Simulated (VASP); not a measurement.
A convergence study with VASP on GaP (zinc blende): one setting is varied, all else stays as given below, so the limit is that of these other settings. Each run relaxes cell and ions from the cell shown.

```
GaP
1.0
    0.00000     2.72500     2.72500
    2.72500     0.00000     2.72500
    2.72500     2.72500     0.00000
Ga P
1 1
Cartesian
  0.00000   0.00000   0.00000
  1.36250   1.36250   1.36250
```

Computed with PBE GGA, VASP's PBE PAW potentials (set 64) (plane waves; VASP). The tightest run used: 550 eV cut-off, 12×12×12 Γ-centred mesh, Gaussian smearing of 0.050 eV, potentials Ga_d P.

Gaps are read on the run's mesh, which can miss a band edge.

Problem. The settings run are 2×2×2 mesh; 3×3×3 mesh; 4×4×4 mesh; 5×5×5 mesh; 6×6×6 mesh; 8×8×8 mesh; 9×9×9 mesh; 10×10×10 mesh; 11×11×11 mesh; 12×12×12 mesh. From which on does the relaxed volume stay within 0.1 Å³/atom of the tightest run?

Solution. From 4×4×4 mesh on: it is off by 0.095 there and by no more than 0.1 in any finer run, while 3×3×3 mesh is off by 0.373.
```json
[
 {"setting": "2×2×2 mesh", "relaxed volume (Å³/atom)": "22.553", "E (eV/atom)": "-3.5038", "gap on the mesh (eV)": "0.861", "irreducible k-points": "3", "difference judged (Å³/atom)": "1.690"},
 {"setting": "3×3×3 mesh", "relaxed volume (Å³/atom)": "21.235", "E (eV/atom)": "-4.3195", "gap on the mesh (eV)": "1.405", "irreducible k-points": "4", "difference judged (Å³/atom)": "0.373"},
 {"setting": "4×4×4 mesh", "relaxed volume (Å³/atom)": "20.957", "E (eV/atom)": "-4.4943", "gap on the mesh (eV)": "1.529", "irreducible k-points": "8", "difference judged (Å³/atom)": "0.095"},
 {"setting": "5×5×5 mesh", "relaxed volume (Å³/atom)": "20.884", "E (eV/atom)": "-4.5414", "gap on the mesh (eV)": "1.564", "irreducible k-points": "10", "difference judged (Å³/atom)": "0.022"},
 {"setting": "6×6×6 mesh", "relaxed volume (Å³/atom)": "20.865", "E (eV/atom)": "-4.5559", "gap on the mesh (eV)": "1.574", "irreducible k-points": "16", "difference judged (Å³/atom)": "0.003"},
 {"setting": "8×8×8 mesh", "relaxed volume (Å³/atom)": "20.861", "E (eV/atom)": "-4.5627", "gap on the mesh (eV)": "1.578", "irreducible k-points": "29", "difference judged (Å³/atom)": "0.002"},
 {"setting": "9×9×9 mesh", "relaxed volume (Å³/atom)": "20.861", "E (eV/atom)": "-4.5634", "gap on the mesh (eV)": "1.578", "irreducible k-points": "35", "difference judged (Å³/atom)": "0.001"},
 {"setting": "10×10×10 mesh", "relaxed volume (Å³/atom)": "20.862", "E (eV/atom)": "-4.5637", "gap on the mesh (eV)": "1.578", "irreducible k-points": "47", "difference judged (Å³/atom)": "0.001"},
 {"setting": "11×11×11 mesh", "relaxed volume (Å³/atom)": "20.862", "E (eV/atom)": "-4.5638", "gap on the mesh (eV)": "1.577", "irreducible k-points": "56", "difference judged (Å³/atom)": "0.000"},
 {"setting": "12×12×12 mesh", "relaxed volume (Å³/atom)": "20.863", "E (eV/atom)": "-4.5639", "gap on the mesh (eV)": "1.577", "irreducible k-points": "72", "difference judged (Å³/atom)": "0.000"}
]
```

Left out are rungs that failed or repeat a setting and relaxations that didn't move; long series are thinned to 24 rows.

The compound is GaP in the zinc blende structure.
